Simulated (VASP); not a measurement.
# BaTi2Bi2O with r2SCAN + rVV10: from relaxation to properties, part 7 of 7

Wanted: the relaxed cell of BaTi2Bi2O and its properties. The start is a computed cell from the Materials Project.

VASP 6.6.1; r2SCAN with rVV10, no spin polarisation; plane waves and PAW (Ba_sv, Ti_sv, Bi_d, O).

Still holding for the runs below: This run has no spin polarisation, although Ti can carry a moment. Spin-orbit coupling is off here; with elements this heavy it splits and shifts levels by tenths of an eV or more.

So far. Step 6 (Total and projected DOS (r2SCAN + rVV10)): The finer mesh and the other smearing move the Fermi level by -0.01 eV from the 6×6×3 run, a small shift, which tests the Fermi level alone. Of the states within 0.3 eV of the Fermi level, the largest shares in the PAW spheres are Ti d 58 % and Bi p 8 %. The rest lies in smaller channels or between the spheres. The relaxed cell has a = 4.097, c = 8.533 Å (conventional setting).

## Step 8: Optical spectrum (r2SCAN + rVV10)

LOPTICS sums transitions from filled to empty bands. The mesh is finer than in the run before. NBANDS is raised for it.

The input, INCAR:

```
SYSTEM = BaTi2Bi2O
PREC = Accurate
ENCUT = 520
EDIFF = 1E-06
NELM = 100
ISMEAR = 0
SIGMA = 0.05
LREAL = .FALSE.
ALGO = Normal
METAGGA = R2SCAN
LUSE_VDW = .TRUE.
IVDW_NL = 2
BPARAM = 11.95
CPARAM = 0.0093
LASPH = .TRUE.
NBANDS = 83
LORBIT = 11
LWAVE = .FALSE.
LCHARG = .FALSE.
KPAR = 4
LOPTICS = .TRUE.
NEDOS = 1500
CSHIFT = 0.1
```

The input, POSCAR:

```
BaTi2Bi2O
1.0
    4.0967754502      0.0000000000      0.0000000000
    0.0000000000      4.0967754502      0.0000000000
    0.0000000000      0.0000000000      8.5330466247
Ba Ti Bi O
1 2 2 1
Direct
    0.5000000000      0.5000000000      0.5000000000
    0.0000000000      0.5000000000      0.0000000000
    0.5000000000      0.0000000000      0.0000000000
    0.0000000000      0.0000000000      0.2475347964
    0.0000000000      0.0000000000      0.7524652036
    0.5000000000      0.5000000000      0.0000000000
```

The input, KPOINTS:

```
Automatic mesh
0
Gamma
8 8 4
0 0 0
```

Potentials, in the order of the species: Ba_sv, Ti_sv, Bi_d and O (PBE family, release 64).

Command:

```
mpirun -np 4 vasp_std
```

What it wrote:

```text
[... set-up lines as in an earlier step ...]
 entering main loop
       N       E                     dE             d eps       ncg     rms          rms(c)
Total rVV10 correction in eV:      1.6866360    72.6787400
Total rVV10 correction in eV:      1.6866360    72.6787400
Total rVV10 correction in eV:      1.6866360    72.6787400
Total rVV10 correction in eV:      1.6866360    72.6787400
DAV:   1     0.808967139469E+03    0.80897E+03   -0.29756E+04  7534   0.101E+03
DAV:   2    -0.494888211404E+02   -0.85846E+03   -0.78790E+03  7470   0.342E+02
DAV:   3    -0.191255748548E+03   -0.14177E+03   -0.13595E+03  8829   0.135E+02
DAV:   4    -0.204805012058E+03   -0.13549E+02   -0.12954E+02 12244   0.351E+01
DAV:   5    -0.205457679124E+03   -0.65267E+00   -0.65152E+00  9380   0.694E+00    0.193E+01
Total rVV10 correction in eV:      1.6684896    72.6787389
Total rVV10 correction in eV:      1.6684896    72.6787389
Total rVV10 correction in eV:      1.6684896    72.6787389
Total rVV10 correction in eV:      1.6684896    72.6787389
DAV:   6    -0.183888388055E+03    0.21569E+02   -0.26406E+01  9382   0.269E+01    0.102E+01
Total rVV10 correction in eV:      1.6826152    72.6787391
Total rVV10 correction in eV:      1.6826152    72.6787391
Total rVV10 correction in eV:      1.6826152    72.6787391
Total rVV10 correction in eV:      1.6826152    72.6787391
DAV:   7    -0.182171280607E+03    0.17171E+01   -0.83498E+00  9381   0.109E+01    0.538E+00
Total rVV10 correction in eV:      1.6839955    72.6787390
Total rVV10 correction in eV:      1.6839955    72.6787390
Total rVV10 correction in eV:      1.6839955    72.6787390
Total rVV10 correction in eV:      1.6839955    72.6787390
DAV:   8    -0.181914715608E+03    0.25656E+00   -0.70260E-01  9796   0.311E+00    0.219E+00
Total rVV10 correction in eV:      1.6921229    72.6787390
Total rVV10 correction in eV:      1.6921229    72.6787390
Total rVV10 correction in eV:      1.6921229    72.6787390
Total rVV10 correction in eV:      1.6921229    72.6787390
DAV:   9    -0.181939484243E+03   -0.24769E-01   -0.21105E-01  9801   0.179E+00    0.864E-01
Total rVV10 correction in eV:      1.6917067    72.6787390
Total rVV10 correction in eV:      1.6917067    72.6787390
Total rVV10 correction in eV:      1.6917067    72.6787390
Total rVV10 correction in eV:      1.6917067    72.6787390
DAV:  10    -0.181929696219E+03    0.97880E-02   -0.31894E-02  9364   0.843E-01    0.438E-01
Total rVV10 correction in eV:      1.6929409    72.6787390
Total rVV10 correction in eV:      1.6929409    72.6787390
Total rVV10 correction in eV:      1.6929409    72.6787390
Total rVV10 correction in eV:      1.6929409    72.6787390
DAV:  11    -0.181930003881E+03   -0.30766E-03   -0.65062E-03 10268   0.405E-01    0.141E-01
Total rVV10 correction in eV:      1.6935666    72.6787390
Total rVV10 correction in eV:      1.6935666    72.6787390
Total rVV10 correction in eV:      1.6935666    72.6787390
Total rVV10 correction in eV:      1.6935666    72.6787390
DAV:  12    -0.181930248830E+03   -0.24495E-03   -0.10095E-03  8764   0.131E-01    0.508E-02
Total rVV10 correction in eV:      1.6937611    72.6787390
Total rVV10 correction in eV:      1.6937611    72.6787390
Total rVV10 correction in eV:      1.6937611    72.6787390
Total rVV10 correction in eV:      1.6937611    72.6787390
DAV:  13    -0.181930312910E+03   -0.64080E-04   -0.16822E-04 10460   0.478E-02    0.131E-02
Total rVV10 correction in eV:      1.6937785    72.6787390
Total rVV10 correction in eV:      1.6937785    72.6787390
Total rVV10 correction in eV:      1.6937785    72.6787390
Total rVV10 correction in eV:      1.6937785    72.6787390
DAV:  14    -0.181930314721E+03   -0.18113E-05   -0.12073E-05  9828   0.140E-02    0.690E-03
Total rVV10 correction in eV:      1.6937783    72.6787390
Total rVV10 correction in eV:      1.6937783    72.6787390
Total rVV10 correction in eV:      1.6937783    72.6787390
Total rVV10 correction in eV:      1.6937783    72.6787390
DAV:  15    -0.181930314722E+03   -0.19281E-09   -0.12550E-06  7465   0.421E-03
Total rVV10 correction in eV:      1.6937847    72.6787390
Total rVV10 correction in eV:      1.6937847    72.6787390
Total rVV10 correction in eV:      1.6937847    72.6787390
Total rVV10 correction in eV:      1.6937847    72.6787390
Total rVV10 correction in eV:      1.6937748    72.6787390
Total rVV10 correction in eV:      1.6937748    72.6787390
Total rVV10 correction in eV:      1.6937748    72.6787390
Total rVV10 correction in eV:      1.6937748    72.6787390
   1 F= -.18193031E+03 E0= -.18192857E+03  d E =-.348889E-02
 optical routines
 imaginary and real dielectric function
 direction            1
 direction            2
 direction            3
```

Elapsed: 8.8 min, on 4 MPI ranks of AMD EPYC 7R43, shared host; peak memory 4 GiB; 35 min of CPU time.

OUTCAR, selected parts (step 8):

```text
   k-points           NKPTS =     45   k-points in BZ     NKDIM =     45   number of bands    NBANDS=     83

   NELECT =      70.0000    total number of electrons

 E-fermi :   6.9035

 k-point     1 :       0.0000    0.0000    0.0000
  band No.  band energies     occupation
    ...
     30       4.9217      2.00000
     31       4.9217      2.00000
     32       5.3398      2.00000
     33       5.6517      2.00000
     34       6.4180      2.00000
     35       6.9384      0.32347
     36       7.0545      0.00002
     37       7.0545      0.00002
     38       7.7873      0.00000
     39       8.2096      0.00000
    ...

  Total        0.1232588      0.1232588     -0.3626900      0.0000000      0.0000000      0.0000000
  in kB        1.3789234      1.3789234     -4.0574925      0.0000000      0.0000000      0.0000000
  external PRESSURE =      -0.4332152 kB  Pullay stress =       0.0000000 kB

 POSITION                                       TOTAL-FORCE (eV/Angst)
 -----------------------------------------------------------------------------------
      2.04839      2.04839      4.26652         0.000000      0.000000      0.000000
      0.00000      2.04839      0.00000         0.000000      0.000000      0.000000
      2.04839      0.00000      0.00000         0.000000      0.000000      0.000000
      0.00000      0.00000      2.11223        -0.000000      0.000000     -0.012467
      0.00000      0.00000      6.42082         0.000000     -0.000000      0.012467
      2.04839      2.04839      0.00000         0.000000      0.000000      0.000000
 -----------------------------------------------------------------------------------
    total drift:                                0.000000     -0.000000      0.000000

  FREE ENERGIE OF THE ION-ELECTRON SYSTEM (eV)
  ---------------------------------------------------
  free  energy   TOTEN  =      -181.9303147216 eV

  energy  without entropy=     -181.9268258349  energy(sigma->0) =     -181.92857028

 plasma frequency squared (from intraband transitions) (eV^2)
  --------------------------------------------------------------------------------------
       4.783       0.000       0.000
       0.000       4.783       0.000
       0.000       0.000       4.354

[... 7 parts as in an earlier step ...]

[... 9 further parts left out ...]
```

These are independent-particle spectra without excitons or local fields, and fine structure depends on the mesh and on CSHIFT. The intraband (Drude) part is not in this spectrum.

This step gave:

| Property | Result |
| --- | --- |
| SCF cycles | 15 |
| bands | 83 |
| irreducible k-points | 45 |
| free energy (TOTEN) | -181.9303 eV |
| energy at zero smearing | -181.9286 eV |
| Fermi energy | 6.904 eV |
| pressure | -0.04332 GPa |

The imaginary dielectric function has structure finer than the step of the table below, so its rows give means over 1 eV, whole bins alone (the curve runs from 0 to 25.0 eV). Peaks (eV: height): xx 0.2: 139; zz 0.4: 6.95, 3.3: 22.7.

Table of imaginary dielectric function by photon energy; means over each step:

| photon energy (eV) | xx | zz |
| --- | --- | --- |
| 1 | 18.8 | 3.89 |
| 2 | 12.5 | 11.1 |
| 3 | 11.5 | 17.2 |
| 4 | 9.42 | 15.5 |
| 5 | 6.48 | 7.63 |
| 6 | 4.76 | 4.57 |
| 7 | 3.94 | 2.82 |
| 8 | 3.15 | 2.33 |
| 9 | 2.82 | 1.73 |
| 10 | 2.22 | 1.31 |
| 11 | 1.47 | 1.14 |
| 12 | 1.55 | 0.986 |
| 13 | 1.19 | 0.753 |
| 14 | 0.783 | 0.681 |
| 15 | 1.25 | 0.571 |
| 16 | 1.14 | 0.943 |
| 17 | 1.02 | 1.45 |
| 18 | 0.870 | 1.17 |
| 19 | 1.09 | 1.28 |
| 20 | 0.603 | 0.703 |
| 21 | 0.415 | 0.401 |
| 22 | 0.415 | 0.344 |
| 23 | 0.318 | 0.328 |
| 24 | 0.285 | 0.366 |

Table of real dielectric function by photon energy:

```csv
photon energy (eV),xx,zz
0,186,19.3
1,-0.832,15.5
2,7.55,16.5
3,1.69,12.1
4,0.587,-3.31
5,-1.90,-4.90
6,-0.637,-3.31
7,-0.672,-1.47
8,-0.960,-1.06
9,-0.585,-0.832
10,-0.554,-0.464
11,-0.556,-0.259
12,-0.134,-0.0949
13,-0.246,0.160
14,0.246,0.388
15,0.740,0.652
16,0.229,1.14
17,0.0497,0.307
18,0.292,0.472
19,0.0156,-0.0828
20,-0.107,-0.165
21,0.277,0.146
22,0.182,0.353
23,0.385,0.487
24,0.416,0.521
```

## Step 9: What came out

```
relaxed volume                            : 23.87 Å³/atom
relaxed conventional cell a, b, c         : 4.097, 4.097, 8.533 Å
space group after relaxing, within 0.02 Å : P4/mmm (No. 123)
band gap                                  : none, a metal
DOS at the Fermi level                    : 3.11 states/eV/cell
largest field gradient Vzz                : -131.40 V/Å² on Bi4
```

What this shows: With r2SCAN + rVV10, BaTi2Bi2O relaxes to 23.87 Å³/atom in space group P4/mmm (held by the symmetry of the run) and comes out as a metal. Band structure (r2SCAN + rVV10): Of the bands kept, 2 cross the Fermi level on this path. Spin-orbit coupling is left out, and with elements this heavy it would split and shift bands near the Fermi level. The k-sampling is coarse for a metal, so the Fermi level, pressures and the shape of the cell carry errors. Magnetism was not tested. No search among competing phases was made, and a listed structure need not be the one stable at ambient conditions. All values are for a static lattice at zero temperature.

[Lines on the potential files, build, host, timing and source positions are cut from VASP's logs without a mark.]

[Logs are printed without paths, hosts, clocks, repeated set-up lines and the standing remarks that a program may print on its own settings, such as how far it seeks lower states.]

[Hosts, paths, dates, database ids (printed as entryN), source tags and the programs' standing remarks are cut or masked in the printed files.]

[A measured line is paired with the nearest computed mode of its activity, which favours agreement.]
